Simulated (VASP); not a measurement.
Consider the following.

```yaml
crystal:
  lattice:
    - [0.00000, 2.77303, 2.76977]
    - [2.76414, 0.00000, 2.76977]
    - [2.76414, 2.77303, 0.00000]
  atoms:
    - { symbol: Si, position: [0.25000, 0.25000, 0.25000] }
    - { symbol: Si, position: [0.75000, 0.75000, 0.75000] }
    - { symbol: Ni, position: [0.99273, 0.00727, 0.00727] }
```

These are PBE GGA + U (Dudarev), VASP's PBE PAW potentials (set 64) (plane waves; VASP 6.6.1) values and carry that method's errors. Settings: 400 eV cut-off, 9×9×9 Γ-centred mesh, first-order Methfessel-Paxton smearing of 0.10 eV, potentials Si Ni, U − J: Ni 5.00 eV.

Give the force on each atom (eV/Å).

```csv
atom,Fx,Fy,Fz
Si1,0.125,0.000,0.000
Si2,0.125,0.000,0.000
Ni3,-0.249,0.000,0.000
```

Give the stress tensor in GPa (positive for a compressed cell).

```
-10.31    0.00    0.00
  0.00  -10.41    0.00
  0.00    0.00  -10.35
```
The pressure is its mean diagonal, -10.35 GPa.

The compound is NiSi2 in the fluorite structure. The cell was not relaxed at this level, atoms are displaced from their ideal sites. The run is one of a series of settings (LDAU = .TRUE., LDAUJ = 0 0, LDAUL = -1 2, LDAUTYPE = 2, LDAUU = 0 5.0 against the base run), some of them coarse on purpose. The run is not spin-polarised, so no magnetic state was tried.
